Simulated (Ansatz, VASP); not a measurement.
# AlCo in two plane-wave programs

Wanted: the spread between two codes on one cell, functional and k mesh. The cell is taken from a series of runs on this material, whose earlier steps may have relaxed, scaled, displaced or heated it; both programs get it as it stands.

Calculated with Ansatz 0.2.0; plane waves, with VASP 6.6.1 beside it; single point at PBEsol.

## 1. The starting structure

The structure is cubic, space group Pm-3m (No. 221). The conventional cell has a = 2.725 Å, b = 2.725 Å, c = 2.725 Å, α = 90.00°, β = 90.00°, γ = 90.00°. Nearest to Al lie 8 Co at 2.36 Å. Nearest to Co lie 8 Al at 2.36 Å. Farther neighbours are not listed.

## 2. Ansatz: single point, PBEsol, pair 1

Ansatz runs on its PAW soft_1 files.

A single point gives forces, pressure and levels at one fixed geometry, so differences don't come from the geometry; what else differs is listed under the comparison.

input.yaml

```yaml
crystal:
  lattice:
    - [2.7248127617, 0.0, 0.0]
    - [0.0, 2.7248127617, 0.0]
    - [0.0, 0.0, 2.7248127617]
  atoms:
    - { symbol: Al, position: [0.0, 0.0, 0.0] }
    - { symbol: Co, position: [0.5, 0.5, 0.5] }
kpoints:
  mp_grid: { grid: [16, 16, 16] }
hamiltonian:
  xc: pbesol
  pseudopotentials: { kind: paw, azcp: { folder: soft_1 }, xc_functional: pbe }
scf:
  occupations: { method: methfessel_paxton, width: 0.2 }
output:
  forces: true
  stress: true
  eigenvalues: true
```

On the command line:

```console
ansatz run input.yaml --threads 4 --pin off --max-ram 10240MiB --backend cpu --events-out ev --progress --plain --runs-dir out
```

Numbers of over 12 decimals in the logs are rounded to 6 here.

Output:

```text
Engine: ansatz 0.2.0, x86_64-unknown-linux-gnu
Pseudopotentials: kind: paw
Pseudopotential: Al, paw, valence charge 3, recommended cutoff 420 eV (normal), soft_1/Al.paw.azcp
Pseudopotential: Co, paw, valence charge 17, recommended cutoff 420 eV (normal), soft_1/Co.paw.azcp
Functional definition: PBEsol
  exchange = pbesol_x
  correlation = pbesol_c
Crystal: 2 atoms, lattice volume = 20.231 Å³
Basis set: ecut = 420 eV, 389 PW (Γ), exchange–correlation on 40×40×40 points (8 copies of the dense FFT grid, shifted against one another)
Bands: 14, of which v1, the nominal top of the filled ones, is band 10 counted from 1 (9 counted from 0)
Symmetry: 48 space group operations
Space group: Pm-3m (ITA 221), of the structure as read, at distance tolerance 2.7e-5 Å
k-points: 165 of 4096
Non-local potential: Al, projectors of the file, l = 0: 2, l = 1: 2, l = 2: 1
Non-local potential: Co, projectors of the file, l = 0: 3, l = 1: 2, l = 2: 3, l = 3: 1
PAW form: soft (Blöchl's): semilocal exchange-correlation on the pseudo side does not see the compensation charge
PAW frozen core: Al, regenerated for the run's functional, and the local potential with it (the file was generated under x = pbe(κ = 0.804, μ = 0.219515), c = pbe(β = 0.066725))
PAW frozen core: Co, regenerated for the run's functional, and the local potential with it (the file was generated under x = pbe(κ = 0.804, μ = 0.219515), c = pbe(β = 0.066725))
PAW one-centre angular grid: Al, 110 points (default); XC on 64 Gauss nodes
PAW one-centre angular grid: Co, 590 points (default); XC on 64 Gauss nodes
Initial density: superposition of atomic densities (chi_scale 0.1, normalization cell, long waves kept (reshape's long-wave potential 0.00 eV rms))
Initial wavefunctions: pseudopotential atomic-orbital guess
Functional: x = pbesol(κ = 0.804, μ = 0.123457), c = pbesol(β = 0.046)
SCF iter   1: F=—  HF=-5618.795416 eV  |F-HF|=—  |Δ(HF+E_count)|=         —  Δρ=5.70e-2  dr2=5.18e-1  ethr=3.10e-3  ⟨swp⟩=4.2  Hψ=10601  notcnv=0
preconditioner: auto → none  [metal: Δε(μ)=0.030 eV  Ē_g=9.471 eV  σ=0.200 eV  W_gap=0.12  n_scr=6 (ndim 8)  ℏωp=28.6 eV  f_vac=0.000  D(μ)=0.63/eV (n_scr^D=6)  sad-step TF]
SCF iter   2: F=—  HF=-5618.772707 eV  |F-HF|=—  |Δ(HF+E_count)|=   2.27e-2  S|Δr|=    0.00e0  Δρ=6.60e-2  dr2=7.52e-1  ethr=2.59e-3  ⟨swp⟩=1.2  Hψ=3675  notcnv=0  defer=1
SCF iter   3: F=—  HF=-5618.620258 eV  |F-HF|=—  |Δ(HF+E_count)|=   1.52e-1  S|Δr|=    0.00e0  Δρ=1.36e-2  dr2=2.82e-2  ethr=2.59e-3  ⟨swp⟩=2.1  Hψ=3062  notcnv=0  defer=1
SCF iter   4: F=—  HF=-5618.614759 eV  |F-HF|=—  |Δ(HF+E_count)|=   5.50e-3  S|Δr|=    0.00e0  Δρ=7.11e-4  dr2=8.90e-5  ethr=1.41e-4  ⟨swp⟩=1.2  Hψ=3487  notcnv=0  defer=5
SCF iter   5: F=—  HF=-5618.614781 eV  |F-HF|=—  |Δ(HF+E_count)|=   2.19e-5  S|Δr|=    0.00e0  Δρ=1.70e-4  dr2=3.59e-6  ethr=4.45e-7  ⟨swp⟩=2.1  Hψ=2920  notcnv=0  defer=5
SCF iter   6: F=-5618.614780 eV  HF=-5618.614780 eV  |F-HF|=1.12e-9  |Δ(HF+E_count)|=   6.57e-7  S|Δr|=    0.00e0  Δρ=7.22e-6  dr2=3.94e-9  ethr=5.00e-10  ⟨swp⟩=4.5  Hψ=11977  notcnv=0
SCF 1 converged in 6 iterations: F = -5618.614780 eV  dr2 = 3.94e-9
  greatest PAW one-centre occupation: 1.001 electrons in one spin orbital (limit 2), on the Co atom at site 1 (counted from 0), in its partial waves of l = 1
SCF converged after 6 iterations
Stability not checked: this state was not tested for a lower state beside it, because cold or Methfessel-Paxton smearing, or corrected tetrahedra, fill the levels in a way that the test cannot read (fill_not_monotonic; see scf.lower_state_search)
Free energy (F): -5618.614780 eV
Harris-Foulkes:  -5618.614780 eV  (|F-HF|=1.12e-9)
Internal energy: -5618.617071 eV  (E = F + TS)
E sigma→0 (E₀):  -5618.615353 eV
Entropy (-TS):   0.002291 eV (1.145 meV/atom)
Fermi energy:    16.825300 eV
Step filling:    the computed levels leave a gap of 0.0276 eV = 0.1 smearing widths at the electron count; against every level under it full and every level over it empty, smearing changes F+E_penalty+E_count by +0.577 meV and its σ→0 estimate by +3.95e-3 meV
--- Per-component energies (eV) ---
  E_band       = -242.922173
  E_kinetic    = 327.804022
  E_local      = -3324.875704  (includes V_loc(G=0)·N_el)
  E_nonlocal   = 451.654471
  E_hartree    = 1512.065446
  E_xc         = -133.806065
  E_vxc        = -153.884270  (∫ρ·V_xc dr)
  E_paw        = -2001.412969  (= ΣΔE_a)
  E_vpaw       = -567.749800  (= ΣTr[D̂ρ^β])
  E_aug_tail   = -0.000012  (compensation charges beyond the density's cutoff)
  E_ewald      = -2450.253818
  E_core_change = 0.207559  (= ΣΔE_core)
  E_smearing   = 0.002291  (= −TS)
  E_closure    = -0.000000  (closes the sum)
  Σ components = -5618.614780   (vs F -5618.614780, Δ=0.00e0)
--- Forces (eV/Å), atoms counted from 1 ---
  atom   1  Al     0.00000000     0.00000000     0.00000000
  atom   2  Co     0.00000000    -0.00000000     0.00000000
  max |Σ_I F_I| component: 4.84e-29 eV/Å
--- Stress (GPa, compression-positive) ---
       25.506839       0.000000       0.000000
        0.000000      25.506839       0.000000
        0.000000      -0.000000      25.506839
  P = ⅓ Tr σ = 25.5068 GPa (255.068 kbar)
--- Band table (eV; the first three rows and the last of 165) ---
  k-point 0: bands = [... 6 lower, 13.1382, 15.8154, 15.8154, 15.8154, 23.4691, 23.4691, 23.4691, 26.0921]
  k-point 1: bands = [... 6 lower, 13.1633, 15.7669, 15.7669, 15.8207, 22.6419, 23.5830, 23.5830, 26.0689]
  k-point 2: bands = [... 6 lower, 13.2357, 15.6337, 15.6337, 15.8360, 21.2167, 23.9123, 23.9123, 26.0005]
  k-point 164: bands = [... 6 lower, 12.1895, 16.5621, 16.5621, 19.1521, 19.1521, 19.1521, 22.2587, 22.9623]
```

Reading the cycles: dr2 is the Hartree energy of the density residual (eV), the measure of convergence; HF is the Harris–Foulkes estimate of the energy, which meets the free energy F at convergence.

The run ends at a pressure of 25.51 GPa.

## 3. VASP: single point, PBEsol, pair 1

The same cell, functional, mesh and smearing now go to VASP, with its own data sets.

Lines of VASP's logs that name or quote its potential files are left out, and so is its time.

INCAR

```
SYSTEM = AlCo
PREC = Accurate
ENCUT = 600
EDIFF = 1E-06
NELM = 120
ISMEAR = 1
SIGMA = 0.2
LREAL = .FALSE.
ALGO = Normal
GGA = PS
NBANDS = 12
LASPH = .TRUE.
LORBIT = 11
LWAVE = .FALSE.
LCHARG = .FALSE.
ISIF = 2
GGA_COMPAT = .FALSE.
```

POSCAR

```
AlCo
1.0
    2.7248127617      0.0000000000      0.0000000000
    0.0000000000      2.7248127617      0.0000000000
    0.0000000000      0.0000000000      2.7248127617
Al Co
1 1
Direct
    0.0000000000      0.0000000000      0.0000000000
    0.5000000000      0.5000000000      0.5000000000
```

KPOINTS

```
Automatic mesh
0
Gamma
16 16 16
0 0 0
```

The projector-augmented-wave data sets are Al and Co (PBE family, release 64).

On the command line:

```console
mpirun -np 1 vasp_std
```

Output:

```text
[banner, memory and clock lines left out]
running    1 mpi-ranks, on    1 nodes
 distrk:  each k-point on    1 cores,    1 groups
 distr:  one band on    1 cores,    1 groups

 POSCAR found type information on POSCAR AlCo
 POSCAR found :  2 types and       2 ions
|                                                                             |
|               ----> ADVICE to this user running VASP <----                  |
|                                                                             |
|     You enforced a specific xc type in the INCAR file but a different       |
|     [... a line on the potential file left out ...]
|     I HOPE YOU KNOW WHAT YOU ARE DOING!                                     |
|                                                                             |

 LDA part: xc-table for (Slater+PW92), standard interpolation
 POSCAR, INCAR and KPOINTS ok, starting setup
 FFT: planning ... GRIDC
 FFT: planning ... GRID_SOFT
 FFT: planning ... GRID
 WAVECAR not read
 entering main loop
       N       E                     dE             d eps       ncg     rms          rms(c)
DAV:   1     0.413979006573E+02    0.41398E+02   -0.59828E+03  4008   0.123E+03
DAV:   2    -0.130490242157E+02   -0.54447E+02   -0.50082E+02  4064   0.196E+02
DAV:   3    -0.148453677484E+02   -0.17963E+01   -0.17822E+01  4740   0.422E+01
DAV:   4    -0.148723215036E+02   -0.26954E-01   -0.26944E-01  4428   0.471E+00
DAV:   5    -0.148731650991E+02   -0.84360E-03   -0.84357E-03  4868   0.908E-01    0.146E+01
DAV:   6    -0.167747368896E+02   -0.19016E+01   -0.57703E+01  4408   0.109E+02    0.154E+01
DAV:   7    -0.129762754530E+02    0.37985E+01   -0.26332E+01  4432   0.687E+01    0.214E+00
DAV:   8    -0.129306384936E+02    0.45637E-01   -0.18747E-01  4572   0.378E+00    0.113E+00
DAV:   9    -0.129151600857E+02    0.15478E-01   -0.25996E-02  5328   0.210E+00    0.283E-01
DAV:  10    -0.129148180618E+02    0.34202E-03   -0.48676E-04  4996   0.241E-01    0.176E-01
DAV:  11    -0.129147866518E+02    0.31410E-04   -0.28411E-05  4620   0.387E-02    0.162E-02
DAV:  12    -0.129147860480E+02    0.60386E-06   -0.57690E-06  4576   0.311E-02
   1 F= -.12914786E+02 E0= -.12915524E+02  d E =0.221456E-02
```

Parts of OUTCAR (step 3):

```text
ion  position               nearest neighbor table
   1  0.000  0.000  0.000-   2 2.36   2 2.36   2 2.36   2 2.36   2 2.36   2 2.36   2 2.36   2 2.36

  LATTYP: Found a simple cubic cell.
 ALAT       =     2.7248127617

 Subroutine GETGRP returns: Found 48 space group operations
 (whereof 48 operations were pure point group operations)

The static configuration has the point symmetry O_h .

 Found    165 irreducible k-points:

   k-points           NKPTS =    165   k-points in BZ     NKDIM =    165   number of bands    NBANDS=     12

   dimension x,y,z NGX =    24 NGY =   24 NGZ =   24
   dimension x,y,z NGXF=    48 NGYF=   48 NGZF=   48

   ENCUT  =  600.0 eV  44.10 Ry    6.64 a.u.   5.44  5.44  5.44*2*pi/ulx,y,z

   NELECT =      12.0000    total number of electrons

 k-points in reciprocal lattice and weights: Automatic mesh
   0.00000000  0.00000000  0.00000000       0.000
   0.06250000  0.00000000  0.00000000       0.001
   0.12500000  0.00000000  0.00000000       0.001
   0.18750000  0.00000000  0.00000000       0.001
   0.25000000  0.00000000  0.00000000       0.001
   0.31250000  0.00000000  0.00000000       0.001
   0.37500000  0.00000000  0.00000000       0.001
   0.43750000  0.00000000  0.00000000       0.001
   0.50000000  0.00000000  0.00000000       0.001
[...]
0.50000000  0.50000000  0.43750000       0.001
   0.50000000  0.50000000  0.50000000       0.000

 average (electrostatic) potential at core
       1 -66.8106       2 -75.9279

 E-fermi :  12.3812

 k-point     1 :       0.0000    0.0000    0.0000
  band No.  band energies     occupation
    ...
      2       8.7098      2.00000
      3       8.7098      2.00000
      4      11.3692      2.00000
      5      11.3692      2.00000
      6      11.3692      2.00000
      7      19.0483      0.00000
      8      19.0483      0.00000
      9      19.0483      0.00000
     10      21.6890      0.00000
     11      21.6890      0.00000
    ...

 k-point     2 :       0.0625    0.0000    0.0000
  band No.  band energies     occupation
    ...
      2       8.7072      2.00000
      3       8.7348      2.00000
      4      11.3211      2.00000
      5      11.3211      2.00000
      6      11.3745      2.00000
      7      18.2189      0.00000
      8      19.1623      0.00000
      9      19.1623      0.00000
     10      21.6665      0.00000
     11      22.4786      0.00000
    ...

 k-point     3 :       0.1250    0.0000    0.0000
  band No.  band energies     occupation
    ...
      2       8.6833      2.00000
      3       8.8070      2.00000
      4      11.1890      2.00000
      5      11.1890      2.00000
      6      11.3895      2.00000
      7      16.7887      0.00000
      8      19.4924      0.00000
      9      19.4924      0.00000
     10      21.5999      0.00000
     11      23.7821      0.00000
    ...

  Total        3.2472343      3.2472343      3.2472343     -0.0000000      0.0000000      0.0000000
  in kB      257.1663915    257.1663915    257.1663915     -0.0000000      0.0000000      0.0000000
  external PRESSURE =     257.1663915 kB  Pullay stress =       0.0000000 kB

  energy-cutoff  :      600.00
  volume of cell :       20.23
      direct lattice vectors                 reciprocal lattice vectors
     2.724812762  0.000000000  0.000000000     0.366997694  0.000000000  0.000000000
     0.000000000  2.724812762  0.000000000     0.000000000  0.366997694  0.000000000
     0.000000000  0.000000000  2.724812762     0.000000000  0.000000000  0.366997694

 POSITION                                       TOTAL-FORCE (eV/Angst)
 -----------------------------------------------------------------------------------
      0.00000      0.00000      0.00000         0.000000      0.000000      0.000000
      1.36241      1.36241      1.36241         0.000000      0.000000      0.000000
 -----------------------------------------------------------------------------------
    total drift:                                0.000000     -0.000000     -0.000000

  FREE ENERGIE OF THE ION-ELECTRON SYSTEM (eV)
  ---------------------------------------------------
  free  energy   TOTEN  =       -12.9147860480 eV

  energy  without entropy=      -12.9170006037  energy(sigma->0) =      -12.91552423

 total charge
# of ion       s       p       d       tot
------------------------------------------
    1        0.414   0.494   0.000   0.908
    2        0.492   0.632   7.621   8.744
--------------------------------------------------
tot          0.906   1.126   7.621   9.653

[... 3 further parts left out ...]
```

This run has no spin polarisation, so a moment on Co, if there is one, isn't seen.

## 4. Comparison

Known differences besides the potentials themselves: the data sets hold 20 valence electrons in Ansatz (on its PAW soft_1 files) and 12 in VASP; the cutoff is 420 eV in Ansatz and 600 eV in VASP; Ansatz makes its cores anew for this functional, VASP keeps those of its PBE data sets. Total energies have different zeros and are not compared.

Compared:

| quantity | Ansatz | VASP | difference |
| --- | --- | --- | --- |
| pressure (GPa) | 25.51 | 25.72 | -0.21 |

## 5. VASP: single point, PBEsol, pair 2

A single point gives forces, pressure and levels at one fixed geometry, so differences don't come from the geometry; what else differs is listed under the comparison. The cell compared in this pair holds 21.58 Å³, against 20.23 Å³ for the pair before.

INCAR is that of step 3.

POSCAR

```
AlCo
1.0
    2.7840662944      0.0000000000      0.0000000000
    0.0000000000      2.7840662944      0.0000000000
    0.0000000000      0.0000000000      2.7840662944
Al Co
1 1
Direct
    0.0000000000      0.0000000000      0.0000000000
    0.5000000000      0.5000000000      0.5000000000
```

KPOINTS is that of step 3.

On the command line:

```console
mpirun -np 1 vasp_std
```

Output:

```text
[banner, memory and clock lines left out]
running    1 mpi-ranks, on    1 nodes
[...]
[... a notice as in an earlier step ...]

 LDA part: xc-table for (Slater+PW92), standard interpolation
 POSCAR, INCAR and KPOINTS ok, starting setup
[...]
entering main loop
       N       E                     dE             d eps       ncg     rms          rms(c)
DAV:   1     0.397747136526E+02    0.39775E+02   -0.58766E+03  3968   0.120E+03
DAV:   2    -0.132308986025E+02   -0.53006E+02   -0.49050E+02  4064   0.195E+02
DAV:   3    -0.149682873965E+02   -0.17374E+01   -0.17202E+01  4760   0.413E+01
DAV:   4    -0.149961750896E+02   -0.27888E-01   -0.27876E-01  4488   0.468E+00
[...]
DAV:  10    -0.130561514939E+02    0.45789E-03   -0.44177E-04  4640   0.194E-01    0.155E-01
DAV:  11    -0.130561261470E+02    0.25347E-04   -0.23784E-05  4892   0.395E-02    0.724E-03
DAV:  12    -0.130561255641E+02    0.58295E-06   -0.26464E-06  4060   0.182E-02
   1 F= -.13056126E+02 E0= -.13056810E+02  d E =0.205185E-02
```

From OUTCAR (step 5):

```text
  Total        1.1789036      1.1789036      1.1789036      0.0000000      0.0000000      0.0000000
  in kB       87.5286371     87.5286371     87.5286371      0.0000000      0.0000000      0.0000000
  external PRESSURE =      87.5286371 kB  Pullay stress =       0.0000000 kB

 POSITION                                       TOTAL-FORCE (eV/Angst)
 -----------------------------------------------------------------------------------
      0.00000      0.00000      0.00000         0.000000      0.000000      0.000000
      1.39203      1.39203      1.39203         0.000000      0.000000      0.000000
 -----------------------------------------------------------------------------------
    total drift:                                0.000000     -0.000000     -0.000000

  FREE ENERGIE OF THE ION-ELECTRON SYSTEM (eV)
  ---------------------------------------------------
  free  energy   TOTEN  =       -13.0561255641 eV

  energy  without entropy=      -13.0581774169  energy(sigma->0) =      -13.05680952

[... 1 part as in an earlier step ...]

[... 2 further parts left out ...]
[key lines of the parts left out:]
E-fermi :  11.4282
```

The run ends at a pressure of 8.75 GPa.

(Continued in part 2 of 2.)

[Lines on the potential files, build, host, timing and source positions are cut from VASP's logs without a mark.]

[Logs are printed without paths, hosts, clocks, repeated set-up lines and the standing remarks that a program may print on its own settings, such as how far it seeks lower states.]

[Hosts, paths, dates, database ids (printed as entryN), source tags and the programs' standing remarks are cut or masked in the printed files.]
